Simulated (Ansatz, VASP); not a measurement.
## SrTlF3 in VASP and in Ansatz

The input INCAR:

```
SYSTEM = SrTlF3
PREC = Accurate ; ENCUT = 520
EDIFF = 1E-6 ; ISMEAR = -1
SIGMA = 0.02 ; LREAL = .FALSE.
LASPH = .TRUE. ; NELM = 100
ALGO = Fast ; ISIF = 2
LWAVE = .FALSE. ; LCHARG = .FALSE.
GGA = PE ; NBANDS = 30
```

KPOINTS

```
Automatic mesh
0
G
  6 6 6
  0 0 0
```

The input POSCAR:

```
SrTlF3
1.0
    4.7085950809      0.0000000000      0.0000000000
    0.0000000000      4.7085950809      0.0000000000
    0.0000000000      0.0000000000      4.7085950809
Tl Sr F
1 1 3
Direct
    0.0000000000      0.0000000000      0.0000000000
    0.5000000000      0.5000000000      0.5000000000
    0.5000000000      0.5000000000      0.0000000000
    0.5000000000      0.0000000000      0.5000000000
    0.0000000000      0.5000000000      0.5000000000
```

Input for Ansatz:

```yaml
crystal:
  lattice:
    - [4.7085950809, 0.0, 0.0]
    - [0.0, 4.7085950809, 0.0]
    - [0.0, 0.0, 4.7085950809]
  atoms:
    - { symbol: Tl, position: [0.0, 0.0, 0.0] }
    - { symbol: Sr, position: [0.5, 0.5, 0.5] }
    - { symbol: F, position: [0.5, 0.5, 0.0] }
    - { symbol: F, position: [0.5, 0.0, 0.5] }
    - { symbol: F, position: [0.0, 0.5, 0.5] }
kpoints:
  mp_grid: { grid: [6, 6, 6] }
  band_path:
    path: [[0.0, 0.0, 0.0], [0.0, 0.5, 0.0], [0.5, 0.5, 0.0], [0.5, 0.5, 0.5]]
    npoints: 1
hamiltonian:
  xc: pbe
scf:
  occupations: { method: fermi_dirac, width: 0.02 }
  n_extra_bands: 5
output:
  forces: true
  stress: true
  eigenvalues: true
```

The cell was built by a generator and needn't be a form met in nature.

Alike in both runs: task single point; functional PBE; k mesh 6 × 6 × 6; occupations fermi-dirac, width 0.02 eV; no spin polarisation.

```csv
,VASP,Ansatz
version,VASP 6.6.1,Ansatz 0.2.0
potentials or method,"VASP PAW PBE potentials, release 64 (Tl_d, Sr_sv, F)","plane waves, PAW"
plane-wave cutoff (eV),520,420
valence electrons in the cell,44,44
```

VASP gave:

| Property | Result |
| --- | --- |
| gap on the k mesh at the Fermi level (eV) | 4.41 |
| pressure (GPa) | 2.0 |

Task: What did Ansatz give for the same quantities?

Result: gap on the k mesh at the Fermi level (eV): 4.42; pressure (GPa): 1.8.

Caveats: spin-orbit coupling is left out, which as a rule narrows the gap of such compounds by several tenths of an eV. A k mesh can miss the band edges.
